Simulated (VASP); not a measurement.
Set up this calculation in VASP 6.6.1, as the native input.

| Quantity | Value |
| --- | --- |
| Task | single point |
| Functional | PBE |
| Potentials or basis | VASP PAW PBE potentials, release 64 (Tl_d, Mo_sv) |
| Cutoff | 520 eV |
| k mesh | 12 × 12 × 12 |
| Occupations | gaussian, width 0.1 eV |
| Spin | no spin polarisation |
| Dipole correction | no |
| Further INCAR settings | ALGO = Fast; EDIFF = 1e-06; NBANDS = 34 |

The structure of Tl3Mo lies in POSCAR:

```
Tl3Mo
1.0
   -3.0084938176      3.0084938176      3.0084938176
    3.0084938176     -3.0084938176      3.0084938176
    3.0084938176      3.0084938176     -3.0084938176
Tl Mo
3 1
Direct
    0.0000000000      0.5000000000      0.5000000000
    0.5000000000      0.0000000000      0.5000000000
    0.5000000000      0.5000000000      0.0000000000
    0.0000000000      0.0000000000      0.0000000000
```

The cell was built by a generator and needn't be a form met in nature.

The cell isn't the ideal one: species swapped into the Sb3Au type (Im-3m, No. 229).

One way to write it, as run:

INCAR

```
  ALGO = Fast
  EDIFF = 1E-6
  ENCUT = 520
  GGA = PE
  ISIF = 2
  ISMEAR = 0
  LASPH = True
  LCHARG = True
  LELF = True
  LREAL = False
  LVHAR = True
  LWAVE = False
  NBANDS = 34
  NELM = 100
  PREC = Accurate
  SIGMA = 0.1
```

KPOINTS

```
k-points
0
Gamma
  12 12 12
```

Potentials or basis: VASP PAW PBE potentials, release 64 (Tl_d, Mo_sv).

Launch:

```sh
$ cat potpaw_PBE.64/Tl_d/POTCAR potpaw_PBE.64/Mo_sv/POTCAR > POTCAR
$ mpirun -np 1 vasp_std > vasp.out
```

Results of the run:

```
Pressure               : -0.1 GPa
Band gap on the k mesh : none (metal or under the smearing width)
```

It took 3 min on 1 thread of Intel(R) Xeon(R) Platinum 8488C (Sapphire Rapids), with other jobs on the host, peak memory 0.39 GiB.
